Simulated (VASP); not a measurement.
Input of a VASP 6.6.1 run:

The input INCAR:

```
SYSTEM = Zn3H
  PREC = Accurate
  ENCUT = 520
  EDIFF = 1E-7
  ISMEAR = -1
  SIGMA = 0.05
  LREAL = .False.
  LASPH = .True.
  NELM = 60
  ALGO = Normal
  ISIF = 2
  LWAVE = .False.
  LCHARG = .False.
  GGA = PE
  NBANDS = 26
```

File KPOINTS:

```
Automatic mesh
0
Gamma
  6 6 6
  0 0 0
```

The input POSCAR:

```
Zn3H
1.0
    0.0000000000      2.9965800000      2.9965800000
    2.9965800000      0.0000000000      2.9965800000
    2.9965800000      2.9965800000      0.0000000000
Zn H
3 1
Direct
    0.5000000000      0.5000000000      0.5000000000
    0.2500000000      0.2500000000      0.2500000000
    0.7500000000      0.7500000000      0.7500000000
    0.0000000000      0.0000000000      0.0000000000
```

The input KPOINTS_OPT:

```
path GXWKGLUWLK,UX
10
line-mode
reciprocal
 0.0000000000  0.0000000000  0.0000000000  G
 0.5000000000  0.0000000000  0.5000000000  X

 0.5000000000  0.0000000000  0.5000000000  X
 0.5000000000  0.2500000000  0.7500000000  W

 0.5000000000  0.2500000000  0.7500000000  W
 0.3750000000  0.3750000000  0.7500000000  K

 0.3750000000  0.3750000000  0.7500000000  K
 0.0000000000  0.0000000000  0.0000000000  G

 0.0000000000  0.0000000000  0.0000000000  G
 0.5000000000  0.5000000000  0.5000000000  L

 0.5000000000  0.5000000000  0.5000000000  L
 0.6250000000  0.2500000000  0.6250000000  U

 0.6250000000  0.2500000000  0.6250000000  U
 0.5000000000  0.2500000000  0.7500000000  W

 0.5000000000  0.2500000000  0.7500000000  W
 0.5000000000  0.5000000000  0.5000000000  L

 0.5000000000  0.5000000000  0.5000000000  L
 0.3750000000  0.3750000000  0.7500000000  K

 0.6250000000  0.2500000000  0.6250000000  U
 0.5000000000  0.0000000000  0.5000000000  X
```

Potentials or basis: VASP PAW PBE potentials, release 64 (Zn, H).

Launch:

```bash
$ cat potpaw_PBE.64/Zn/POTCAR potpaw_PBE.64/H/POTCAR > POTCAR
$ mpirun -np 1 vasp_std > vasp.out
```

Problem. Estimate the pressure.

Solution. 0.3 GPa.

Problem. Predict the band gap along the path.

Solution. None (metal or under the smearing width).

Levels at the corners of the path, in eV from the Fermi level:
```tsv
point	band 15	band 16	band 17	band 18	band 19	band 20	band 21	band 22	band 23	band 24
Γ	-6.81	-6.81	0.33	3.34	3.34	3.34	3.76	4.18	4.18	4.18
X	-6.76	-5.35	-4.72	-1.16	-1.16	-0.99	-0.01	9.07	10.97	10.97
X	-6.76	-5.35	-4.72	-1.16	-1.16	-0.99	-0.01	9.07	10.97	10.97
W	-6.71	-4.22	-4.16	-3.79	-3.79	2.41	4.85	4.85	6.18	11.28
W	-6.71	-4.22	-4.16	-3.79	-3.79	2.41	4.85	4.85	6.18	11.28
K	-6.76	-4.74	-4.55	-4.25	-0.47	-0.27	3.59	7.54	8.42	8.50
K	-6.76	-4.74	-4.55	-4.25	-0.47	-0.27	3.59	7.54	8.42	8.50
Γ	-6.81	-6.81	0.33	3.34	3.34	3.34	3.76	4.18	4.18	4.18
Γ	-6.81	-6.81	0.33	3.34	3.34	3.34	3.76	4.18	4.18	4.18
L	-6.81	-6.21	-5.70	0.46	1.85	1.85	2.91	3.76	3.76	8.67
L	-6.81	-6.21	-5.70	0.46	1.85	1.85	2.91	3.76	3.76	8.67
U	-6.76	-4.74	-4.55	-4.25	-0.47	-0.27	3.59	7.54	8.42	8.50
U	-6.76	-4.74	-4.55	-4.25	-0.47	-0.27	3.59	7.54	8.42	8.50
W	-6.71	-4.22	-4.16	-3.79	-3.79	2.41	4.85	4.85	6.18	11.28
W	-6.71	-4.22	-4.16	-3.79	-3.79	2.41	4.85	4.85	6.18	11.28
L	-6.81	-6.21	-5.70	0.46	1.85	1.85	2.91	3.76	3.76	8.67
L	-6.81	-6.21	-5.70	0.46	1.85	1.85	2.91	3.76	3.76	8.67
K	-6.76	-4.74	-4.55	-4.25	-0.47	-0.27	3.59	7.54	8.42	8.50
U	-6.76	-4.74	-4.55	-4.25	-0.47	-0.27	3.59	7.54	8.42	8.50
X	-6.76	-5.35	-4.72	-1.16	-1.16	-0.99	-0.01	9.07	10.97	10.97
```
